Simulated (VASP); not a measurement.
Input:

```
AlGa3N4
1.0
    0.00026     4.46895     4.46599
    4.46895     0.00026     4.46599
    2.23460     2.23460     0.00000
Ga N Al
3 4 1
Direct
  0.99969   0.99969   0.00063
  0.99955   0.50052   0.99992
  0.50052   0.99955   0.99992
  0.12491   0.12491   0.25018
  0.13227   0.62267   0.24506
  0.62267   0.13227   0.24506
  0.62001   0.62001   0.25998
  0.50038   0.50038   0.99924
```

All values below come from PBEsol GGA, VASP's PBE PAW potentials (set 64) (plane waves; VASP 6.6.1). Numerical set-up: 520 eV cut-off, 5×5×10 Γ-centred mesh, tetrahedra with Blöchl corrections, potentials Ga_d N Al.

Question: Tabulate the total density of states (states/eV per cell) against energy (eV; zero at the valence-band maximum or, without a gap, the Fermi level).

Answer: 
| E (eV) | DOS (states/eV) |
|---|---|
| -9.96 | 0.00 |
| -9.36 | 0.00 |
| -8.64 | 0.00 |
| -8.04 | 0.00 |
| -7.32 | 0.00 |
| -6.72 | 0.69 |
| -6.12 | 3.33 |
| -5.40 | 3.91 |
| -4.80 | 2.06 |
| -4.08 | 2.06 |
| -3.48 | 3.72 |
| -2.76 | 4.41 |
| -2.16 | 5.59 |
| -1.56 | 6.22 |
| -0.84 | 4.55 |
| -0.24 | 1.51 |
| 0.48 | 0.00 |
| 1.08 | 0.00 |
| 1.80 | 0.00 |
| 2.40 | 0.01 |
| 3.00 | 0.10 |
| 3.72 | 0.65 |
| 4.32 | 1.41 |
| 5.04 | 3.17 |
| 5.64 | 3.96 |
Within 2 eV below the valence-band maximum the largest weight inside VASP's projection spheres is N p.

The structure was generated: AlGa3N4 was put into an ordered model structure (Amm2), which need not be its known phase. It was relaxed first.
